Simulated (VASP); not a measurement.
CuI (zinc blende), at 0.96 of the tabulated volume:

```
CELL_PARAMETERS angstrom
      0.00000     2.98412     2.98412
      2.98412     0.00000     2.98412
      2.98412     2.98412     0.00000
ATOMIC_POSITIONS crystal
  Cu 0.00000 0.00000 0.00000
  I  0.25000 0.25000 0.25000
```

The lowest empty band near Γ, direction [110], from PBE with spin-orbit coupling in VASP (PAW); its two spin partners are averaged. The gap over the points computed is 1.10 eV, and the next band on that side lies 3.50 eV away at the edge.

Settings: 400 eV cut-off, 9×9×9 Γ-centred mesh, Gaussian smearing of 0.050 eV, potentials Cu I.

| distance from the edge in k (1/Å) | distance in energy (meV) |
|---|---|
| 0.012 | 3.7 |
| 0.018 | 8.5 |
| 0.025 | 16.1 |
| 0.035 | 31.3 |
| 0.050 | 62.4 |
| 0.070 | 116.8 |

**Question.** Fit E(1 + αE) = ħ²k²/2m* (ħ²/2m0 = 3.810 eV Å²) and predict the row at 0.095 1/Å.

**Answer.** Least squares on the energies gives the electron mass m* = 0.145 m0 and α = 0.88 per eV, and so 201.5 meV. The run gave 201.1 meV, -0.4 meV from the fit.

Left out are points under 3 meV from the edge, since the levels carry 0.1 meV, and points farther than half the way to the next band.

The compound is CuI in the zinc blende structure. The cell was not relaxed at this level.
